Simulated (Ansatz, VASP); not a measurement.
# Cross-check of KTaSe3 between VASP and Ansatz, part 2 of 3

Aim: how closely do two programs agree when they are given the same cell, functional and k mesh? The cell is generated by rule, not measured, and may not be a known phase. The cell is taken from a series of runs on this material, whose earlier steps may have relaxed, scaled, displaced or heated it; both programs get it as it stands.

VASP 6.6.1 and Ansatz 0.2.0.

So far: The starting structure; Ansatz: zone-centre phonons, LDA.

## 3. VASP: zone-centre phonons, LDA

Level of this step: LDA; plane waves and PAW (K_sv, Ta_pv, Se); invented cell (VASP).

The same cell, functional (in two slightly different forms), mesh and smearing now go to VASP, with its own data sets.

Lines of VASP's logs that name or quote its potential files are left out, and so is its time.

INCAR reads:

```
SYSTEM = KTaSe3
PREC = Accurate
ENCUT = 500
EDIFF = 1E-08
NELM = 120
ISMEAR = 1
SIGMA = 0.15
LREAL = .FALSE.
ALGO = Normal
GGA = CA
NBANDS = 25
LASPH = .TRUE.
LORBIT = 11
LWAVE = .FALSE.
LCHARG = .FALSE.
ISIF = 2
IBRION = 8
GGA_COMPAT = .FALSE.
KPAR = 2
```

POSCAR reads:

```
KTaSe3
1.0
    4.9981413134      0.0000000000      0.0000000000
    0.0000000000      4.9981413134      0.0000000000
    0.0000000000      0.0000000000      4.9981413134
K Ta Se
1 1 3
Direct
    0.5000000000      0.5000000000      0.5000000000
    0.0000000000      0.0000000000      0.0000000000
    0.5000000000      0.0000000000      0.0000000000
    0.0000000000      0.5000000000      0.0000000000
    0.0000000000      0.0000000000      0.5000000000
```

KPOINTS reads:

```
Automatic mesh
0
Gamma
6 6 6
0 0 0
```

PAW data sets: K_sv, Ta_pv and Se (LDA family, release 64).

Command:

```console
> mpirun -np 2 vasp_std
```

Log:

```text
[banner, memory and clock lines left out]
running    2 mpi-ranks, on    1 nodes
 distrk:  each k-point on    1 cores,    2 groups
 distr:  one band on    1 cores,    1 groups

 POSCAR found type information on POSCAR K TaSe
 POSCAR found :  3 types and       5 ions
 LDA part: xc-table for (Slater(with rela. corr.)+CA(PZ))
 , standard interpolation
 POSCAR, INCAR and KPOINTS ok, starting setup
 FFT: planning ... GRIDC
 FFT: planning ... GRID_SOFT
 FFT: planning ... GRID
 WAVECAR not read
 entering main loop
       N       E                     dE             d eps       ncg     rms          rms(c)
DAV:   1     0.260566960920E+03    0.26057E+03   -0.17654E+04  1024   0.131E+03
DAV:   2    -0.144766083396E+02   -0.27504E+03   -0.27055E+03  1226   0.337E+02
DAV:   3    -0.323722211115E+02   -0.17896E+02   -0.17747E+02  1639   0.747E+01
DAV:   4    -0.326960955701E+02   -0.32387E+00   -0.32323E+00  1407   0.961E+00
DAV:   5    -0.327050809999E+02   -0.89854E-02   -0.89841E-02  1477   0.955E-01    0.170E+01
DAV:   6    -0.306022491373E+02    0.21028E+01   -0.10431E+01  1152   0.153E+01    0.700E+00
DAV:   7    -0.304355282947E+02    0.16672E+00   -0.12848E+00  1178   0.575E+00    0.495E+00
DAV:   8    -0.303744959750E+02    0.61032E-01   -0.17497E-01  1182   0.278E+00    0.438E-01
DAV:   9    -0.303745421320E+02   -0.46157E-04   -0.15348E-02  1445   0.779E-01    0.247E-01
DAV:  10    -0.303743952653E+02    0.14687E-03   -0.12889E-03  1327   0.247E-01    0.627E-02
DAV:  11    -0.303743446125E+02    0.50653E-04   -0.25101E-04  1146   0.908E-02    0.283E-02
DAV:  12    -0.303743447007E+02   -0.88229E-07   -0.26902E-05  1343   0.331E-02    0.422E-03
DAV:  13    -0.303743449802E+02   -0.27950E-06   -0.24590E-06  1379   0.879E-03    0.210E-03
DAV:  14    -0.303743449604E+02    0.19810E-07   -0.15706E-07  1362   0.254E-03    0.920E-04
DAV:  15    -0.303743449673E+02   -0.68953E-08   -0.86955E-09   847   0.657E-04
   1 F= -.30374345E+02 E0= -.30376868E+02  d E =0.757027E-02
 Linear response reoptimize wavefunctions to high precision
DAV:   1    -0.303743449672E+02    0.11960E-09   -0.21908E-09   887   0.305E-04
DAV:   2    -0.303743449673E+02   -0.73669E-10   -0.36285E-10   658   0.132E-04
 Linear response DOF=           4
 Linear response progress:
  Degree of freedom:   1/  4
       N       E                     dE             d eps       ncg     rms          rms(c)
RMM:   1    -0.311505493533E+00   -0.31151E+00    0.20367E-01  3118   0.284E+00
RMM:   2    -0.312010979724E+00   -0.50549E-03   -0.33582E-02  3417   0.697E-01    0.413E-02
RMM:   3    -0.313729318723E+00   -0.17183E-02   -0.42577E-03  3581   0.214E-01    0.300E-02
RMM:   4    -0.313829964623E+00   -0.10065E-03   -0.58813E-04  3907   0.646E-02    0.235E-02
RMM:   5    -0.313864308551E+00   -0.34344E-04   -0.12069E-04  3780   0.308E-02    0.215E-03
RMM:   6    -0.313857091388E+00    0.72172E-05   -0.27496E-05  3893   0.120E-02    0.379E-03
RMM:   7    -0.313850965667E+00    0.61257E-05   -0.59107E-06  4043   0.544E-03    0.131E-03
RMM:   8    -0.313846623428E+00    0.43422E-05   -0.18501E-06  4177   0.253E-03    0.114E-03
RMM:   9    -0.313843099552E+00    0.35239E-05    0.11684E-06  4239   0.143E-03    0.297E-04
RMM:  10    -0.313842360623E+00    0.73893E-06    0.69567E-07  4317   0.724E-04    0.315E-04
RMM:  11    -0.313841391319E+00    0.96930E-06    0.25494E-07  4248   0.441E-04    0.105E-04
RMM:  12    -0.313840947555E+00    0.44376E-06    0.15293E-07  4484   0.278E-04    0.395E-05
RMM:  13    -0.313840895268E+00    0.52287E-07   -0.59716E-08  4467   0.185E-04    0.355E-05
RMM:  14    -0.313840719961E+00    0.17531E-06    0.42615E-08  4380   0.150E-04    0.480E-06
RMM:  15    -0.313840703090E+00    0.16871E-07   -0.57106E-08  4199   0.124E-04    0.359E-06
RMM:  16    -0.313840701985E+00    0.11043E-08    0.27301E-08  3937   0.113E-04    0.574E-06
 first order change of Fermi-energy  -0.39726E-04
 force on displaced ion       1 direction 1 :  -0.720  -0.000   0.000
 Linear response progress:
  Degree of freedom:   2/  4
       N       E                     dE             d eps       ncg     rms          rms(c)
RMM:   1    -0.167973966380E+00   -0.16797E+00    0.12086E+01  2427   0.198E+01
RMM:   2    -0.198465913258E+00   -0.30492E-01   -0.40386E-02  3070   0.117E+00    0.130E-01
RMM:   3    -0.197957321316E+00    0.50859E-03   -0.18013E-03  3430   0.177E-01    0.694E-02
RMM:   4    -0.197427431355E+00    0.52989E-03   -0.45913E-04  3522   0.899E-02    0.176E-02
RMM:   5    -0.197350472013E+00    0.76959E-04   -0.39960E-05  3773   0.233E-02    0.919E-03
RMM:   6    -0.197274971099E+00    0.75501E-04   -0.93934E-06  3836   0.903E-03    0.981E-04
RMM:   7    -0.197279205239E+00   -0.42341E-05   -0.31416E-06  4046   0.322E-03    0.587E-04
RMM:   8    -0.197282225695E+00   -0.30205E-05   -0.16766E-06  4041   0.166E-03    0.312E-04
RMM:   9    -0.197283289909E+00   -0.10642E-05   -0.52215E-07  4210   0.941E-04    0.730E-05
RMM:  10    -0.197283170882E+00    0.11903E-06   -0.56899E-07  4234   0.610E-04    0.204E-05
RMM:  11    -0.197283195819E+00   -0.24937E-07   -0.29143E-07  4469   0.402E-04    0.193E-05
RMM:  12    -0.197283221958E+00   -0.26139E-07   -0.41175E-07  4653   0.299E-04    0.205E-05
RMM:  13    -0.197283194694E+00    0.27264E-07   -0.12815E-07  4456   0.234E-04    0.296E-05
RMM:  14    -0.197283290640E+00   -0.95946E-07   -0.83970E-08  4107   0.197E-04    0.101E-05
RMM:  15    -0.197283292627E+00   -0.19874E-08   -0.68599E-08  4417   0.153E-04    0.114E-05
 first order change of Fermi-energy  -0.15757E-02
 force on displaced ion       2 direction 1 :  -4.373   0.000   0.000
 Linear response progress:
  Degree of freedom:   3/  4
       N       E                     dE             d eps       ncg     rms          rms(c)
RMM:   1    -0.956416418356E-01   -0.95642E-01    0.81412E-02  4084   0.130E+00
RMM:   2    -0.944220518700E-01    0.12196E-02   -0.38784E-03  3413   0.256E-01    0.158E-01
RMM:   3    -0.944706730943E-01   -0.48621E-04   -0.13198E-03  3131   0.130E-01    0.788E-02
RMM:   4    -0.948172001645E-01   -0.34653E-03   -0.34756E-04  3330   0.672E-02    0.256E-02
RMM:   5    -0.948822053790E-01   -0.65005E-04   -0.48048E-05  3359   0.307E-02    0.573E-03
RMM:   6    -0.949019518512E-01   -0.19746E-04   -0.80616E-06  3679   0.992E-03    0.321E-03
RMM:   7    -0.949019616984E-01   -0.98472E-08   -0.17727E-06  3789   0.408E-03    0.970E-04
RMM:   8    -0.949025255977E-01   -0.56390E-06   -0.80683E-07  4032   0.153E-03    0.400E-04
RMM:   9    -0.949034577880E-01   -0.93219E-06   -0.21691E-07  3928   0.769E-04    0.214E-04
RMM:  10    -0.949034399225E-01    0.17866E-07    0.49858E-07  4259   0.327E-04    0.552E-05
RMM:  11    -0.949034307671E-01    0.91554E-08    0.21308E-06  4383   0.172E-04    0.162E-05
RMM:  12    -0.949033985909E-01    0.32176E-07    0.26073E-07  4513   0.102E-04    0.591E-06
RMM:  13    -0.949034033629E-01   -0.47720E-08    0.33264E-07  4535   0.742E-05    0.237E-06
RMM:  14    -0.949034028276E-01    0.53531E-09    0.10302E-07  4332   0.625E-05    0.151E-06
RMM:  15    -0.949034011960E-01    0.16316E-08    0.17837E-07  4009   0.574E-05    0.729E-07
RMM:  16    -0.949034006948E-01    0.50120E-09    0.57238E-08  3778   0.552E-05    0.281E-07
 first order change of Fermi-energy   0.76306E-03
 force on displaced ion       3 direction 1 : -12.981   0.000   0.000
 Linear response progress:
  Degree of freedom:   4/  4
       N       E                     dE             d eps       ncg     rms          rms(c)
RMM:   1    -0.905302919725E-01   -0.90530E-01    0.49170E-02  6576   0.102E+00
RMM:   2    -0.893790499166E-01    0.11512E-02   -0.37674E-03  5530   0.216E-01    0.328E-02
RMM:   3    -0.896396741560E-01   -0.26062E-03   -0.37121E-04  5607   0.448E-02    0.202E-02
RMM:   4    -0.899442151052E-01   -0.30454E-03   -0.53854E-05  5615   0.238E-02    0.473E-03
RMM:   5    -0.899189699648E-01    0.25245E-04   -0.68616E-06  6098   0.781E-03    0.315E-03
RMM:   6    -0.899389959373E-01   -0.20026E-04   -0.10793E-06  6333   0.323E-03    0.669E-04
RMM:   7    -0.899341011977E-01    0.48947E-05   -0.10567E-07  6459   0.127E-03    0.303E-04
RMM:   8    -0.899346711263E-01   -0.56993E-06   -0.27471E-07  6656   0.589E-04    0.148E-04
RMM:   9    -0.899350334852E-01   -0.36236E-06   -0.33966E-07  6891   0.308E-04    0.478E-05
RMM:  10    -0.899352082254E-01   -0.17474E-06   -0.20337E-07  7100   0.178E-04    0.178E-05
RMM:  11    -0.899351755406E-01    0.32685E-07    0.75956E-08  7441   0.118E-04    0.882E-06
RMM:  12    -0.899351884146E-01   -0.12874E-07   -0.40981E-08  7316   0.938E-05    0.304E-06
RMM:  13    -0.899351696162E-01    0.18798E-07    0.23407E-08  7015   0.828E-05    0.281E-06
RMM:  14    -0.899351694530E-01    0.16324E-09   -0.11184E-07  6690   0.778E-05    0.147E-06
RMM:  15    -0.899351675966E-01    0.18563E-08    0.45622E-08  6310   0.755E-05    0.512E-07
 first order change of Fermi-energy   0.24603E-03
 force on displaced ion       3 direction 2 :   0.000  -1.928   0.000
 Linear response finished
```

(Continued in part 3 of 3.)

[Lines on the potential files, build, host, timing and source positions are cut from VASP's logs without a mark.]

[Logs are printed without paths, hosts, clocks, repeated set-up lines and the standing remarks that a program may print on its own settings, such as how far it seeks lower states.]

[Hosts, paths, dates, database ids (printed as entryN), source tags and the programs' standing remarks are cut or masked in the printed files.]
